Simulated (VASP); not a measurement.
Output of a VASP run:

OSZICAR:
```
       N       E                     dE             d eps       ncg     rms          rms(c)
DAV:   1    -0.337832625303E+01   -0.33783E+01   -0.32432E+03   800   0.778E+02
DAV:   2    -0.243268170743E+02   -0.20948E+02   -0.20650E+02  1080   0.860E+01
DAV:   3    -0.250140467078E+02   -0.68723E+00   -0.68723E+00  1000   0.218E+01
DAV:   4    -0.250155834598E+02   -0.15368E-02   -0.15368E-02  1096   0.109E+00
DAV:   5    -0.250155888182E+02   -0.53584E-05   -0.53584E-05  1000   0.502E-02    0.648E+00
DAV:   6    -0.235129580730E+02    0.15026E+01   -0.49122E-01   840   0.562E+00    0.356E+00
DAV:   7    -0.234603361872E+02    0.52622E-01   -0.79938E-01   864   0.824E+00    0.497E-01
DAV:   8    -0.238742907755E+02   -0.41395E+00   -0.27763E-01   800   0.491E+00    0.404E-01
DAV:   9    -0.233526416635E+02    0.52165E+00   -0.25212E-01   800   0.449E+00    0.184E-01
DAV:  10    -0.233794920269E+02   -0.26850E-01   -0.39488E-02   816   0.328E+00    0.342E-02
DAV:  11    -0.233767837652E+02    0.27083E-02   -0.52046E-04   936   0.341E-01    0.294E-02
DAV:  12    -0.233845966494E+02   -0.78129E-02   -0.21826E-03   800   0.868E-01    0.500E-02
DAV:  13    -0.233781412050E+02    0.64554E-02   -0.11375E-03   816   0.489E-01    0.106E-02
DAV:  14    -0.233781515115E+02   -0.10306E-04   -0.20305E-05  1008   0.774E-02    0.910E-03
DAV:  15    -0.233781306428E+02    0.20869E-04   -0.10308E-05   816   0.527E-02    0.757E-03
DAV:  16    -0.233781410817E+02   -0.10439E-04   -0.16098E-05   808   0.486E-02    0.185E-03
DAV:  17    -0.233781416991E+02   -0.61737E-06   -0.57570E-07   976   0.947E-03    0.129E-03
DAV:  18    -0.233781415358E+02    0.16329E-06   -0.38841E-08   600   0.242E-03    0.956E-04
DAV:  19    -0.233781414706E+02    0.65182E-07   -0.15630E-07   816   0.545E-03
   1 F= -.23378141E+02 E0= -.23378141E+02  d E =0.000000E+00
       N       E                     dE             ncg
       N       E                     dE             ncg
```

OUTCAR:
```
------------------------ aborting loop because EDIFF is reached ----------------------------------------
  FORCE on cell =-STRESS in cart. coord.  units (eV):
  Direction    XX          YY          ZZ          XY          YZ          ZX
  --------------------------------------------------------------------------------------
  Total       -0.0528219     -0.0528219      0.0388360     -0.0000000      0.0000000      0.0000000
  in kB       -1.4209529     -1.4209529      1.0447213     -0.0000000      0.0000000      0.0000000
  external PRESSURE =      -0.5990615 kB  Pullay stress =       0.0000000 kB
  volume of cell :       59.56
      direct lattice vectors                 reciprocal lattice vectors
     4.467522838  0.000000000  0.000000000     0.223837692  0.000000000  0.000000000
     0.000000000  4.467522838  0.000000000     0.000000000  0.223837692  0.000000000
     0.000000000  0.000000000  2.984084524     0.000000000  0.000000000  0.335111151
 POSITION                                       TOTAL-FORCE (eV/Angst)
 -----------------------------------------------------------------------------------
      0.00000      0.00000      0.00000        -0.000000      0.000000      0.000000
      2.23376      2.23376      1.49204        -0.000000      0.000000      0.000000
      1.36032      1.36032      0.00000         0.001067      0.001067      0.000000
      3.59408      0.87344      1.49204         0.001067     -0.001067     -0.000000
      0.87344      3.59408      1.49204        -0.001067      0.001067      0.000000
      3.10720      3.10720      0.00000        -0.001067     -0.001067     -0.000000
 -----------------------------------------------------------------------------------
    total drift:                                0.000000     -0.000000     -0.000000
  FREE ENERGIE OF THE ION-ELECTRON SYSTEM (eV)
  ---------------------------------------------------
  free  energy   TOTEN  =       -23.3781414706 eV

  energy  without entropy=      -23.3781414706  energy(sigma->0) =      -23.37814147

 total charge

# of ion       s       p       d       tot
------------------------------------------
    1        0.143   0.152   0.039   0.334
    2        0.143   0.152   0.039   0.334
    3        0.585   0.002   0.000   0.587
    4        0.585   0.002   0.000   0.587
    5        0.585   0.002   0.000   0.587
    6        0.585   0.002   0.000   0.587
--------------------------------------------------
tot          2.625   0.312   0.079   3.015

 Electric field gradients after diagonalization (V/A^2)
 (convention: |V_zz| > |V_xx| > |V_yy|)
----------------------------------------------------------------------
 ion       V_xx      V_yy      V_zz     asymmetry (V_yy - V_xx)/ V_zz
----------------------------------------------------------------------
   1       5.711     0.337    -6.047       0.889
   2       5.711     0.337    -6.047       0.889
   3       4.452     1.123    -5.575       0.597
   4       4.452     1.123    -5.575       0.597
   5       4.452     1.123    -5.575       0.597
   6       4.452     1.123    -5.575       0.597
```
(Selected blocks of OUTCAR.)

POSCAR:
```
MgH2
1
    4.4675228379    -0.0000000000     0.0000000000
   -0.0000000000     4.4675228379     0.0000000000
    0.0000000000     0.0000000000     2.9840845240
Mg H
2 4
Direct
  0.0000000000   0.0000000000   0.0000000000
  0.5000000000   0.5000000000   0.5000000000
  0.3044909822   0.3044909822   0.0000000000
  0.8044909822   0.1955090178   0.5000000000
  0.1955090178   0.8044909822   0.5000000000
  0.6955090178   0.6955090178   0.0000000000
```

Question: Reconstruct the remaining input files.

Answer: One answer among several that fit: the input of the run itself, r2SCAN+rVV10, plane waves, VASP's PBE PAW potentials (set 64).

### KPOINTS_OPT
```
k-points along high-symmetry lines
6
Line-mode
Reciprocal
  0.000000   0.000000   0.000000 ! GAMMA
  0.000000   0.500000   0.000000 ! X

  0.000000   0.500000   0.000000 ! X
  0.500000   0.500000   0.000000 ! M

  0.500000   0.500000   0.000000 ! M
  0.000000   0.000000   0.000000 ! GAMMA

  0.000000   0.000000   0.000000 ! GAMMA
  0.000000   0.000000   0.500000 ! Z

  0.000000   0.000000   0.500000 ! Z
  0.000000   0.500000   0.500000 ! R

  0.000000   0.500000   0.500000 ! R
  0.500000   0.500000   0.500000 ! A

  0.500000   0.500000   0.500000 ! A
  0.000000   0.000000   0.500000 ! Z

  0.000000   0.500000   0.000000 ! X
  0.000000   0.500000   0.500000 ! R

  0.500000   0.500000   0.000000 ! M
  0.500000   0.500000   0.500000 ! A
```

**INCAR**
```
# general
SYSTEM   = MgH2
PREC     = Accurate
ENCUT    = 520
LREAL    = .False.
LASPH    = .True.

# electronic loop
EDIFF    = 1E-7
NELM     = 100
ALGO     = Normal
LMIXTAU  = .True.

# smearing
ISMEAR   = -5

# functional
METAGGA  = R2SCAN
LUSE_VDW = .True.
BPARAM   = 11.95
CPARAM   = 0.0093

# ions
ISIF     = 2

# output
LWAVE    = .False.
LCHARG   = .False.
LORBIT   = 11
NEDOS    = 601

# other
LEFG     = .True.
```

KPOINTS:
```
Regular mesh
0
Gamma
  6 6 8
0 0 0
```

POTCAR, in this order: Mg H (PBE.64 set). Program: vasp_std.

The compound is MgH2 in the rutile structure. It was relaxed first.
